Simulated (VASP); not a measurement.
Pt:

```
Pt
1.0
     0.00000    1.96090    1.96090
     1.96090    0.00000    1.96090
     1.96090    1.96090    0.00000
Pt
1
Direct
  0.00000 0.00000 0.00000
```

```yaml
Program: VASP 6.6.1
Task: relaxation of cell and atoms
Functional: PBE
Potentials_or_basis: VASP PAW PBE potentials, release 64 (Pt)
Cutoff: 520 eV
k_mesh: 18 × 18 × 18
Occupations: gaussian, width 0.1 eV
Spin: non-collinear spin, zero start, spin-orbit coupling
Starting_moments: "[[0.0, 0.0, 0.0]] μB"
```

At the start: pressure 10.3 GPa; volume 15.08 Å³/atom.

Task: How do energy, volume and symmetry change on relaxing?

Result: Over 17 steps the energy falls by 18.0 meV/atom and the volume is 15.67 Å³/atom (+3.9 %); space group Fm-3m (No. 225, to 0.05 Å); moment 0.00 μB per cell.

The path:
```
step  energy change (eV)  largest force (eV/Å)  pressure (GPa)  volume (Å³)
   1              0.0000                0.0000           10.31        15.08
   2              0.0860                0.0000          -18.26        17.30
   3             -0.0180                0.0000           -0.34        15.69
   4             -0.0180                0.0000           -0.03        15.67
   5             -0.0180                0.0000            0.15        15.66
   6             -0.0180                0.0000            0.16        15.66
   7             -0.0180                0.0000            0.13        15.66
   8             -0.0180                0.0000            0.13        15.66
   9             -0.0180                0.0000            0.13        15.66
  10             -0.0180                0.0000            0.13        15.66
  11             -0.0180                0.0000            0.13        15.66
  12             -0.0180                0.0000            0.12        15.66
  13             -0.0180                0.0000            0.11        15.66
  14             -0.0180                0.0000            0.09        15.66
  15             -0.0180                0.0000            0.05        15.66
  16             -0.0180                0.0000           -0.03        15.67
  17             -0.0180                0.0000            0.00        15.67
```

Final structure:
```
Pt
1.0
     0.00000    1.98597    1.98597
     1.98597    0.00000    1.98597
     1.98597    1.98597    0.00000
Pt
1
Direct
  0.00000 0.00000 0.00000
```
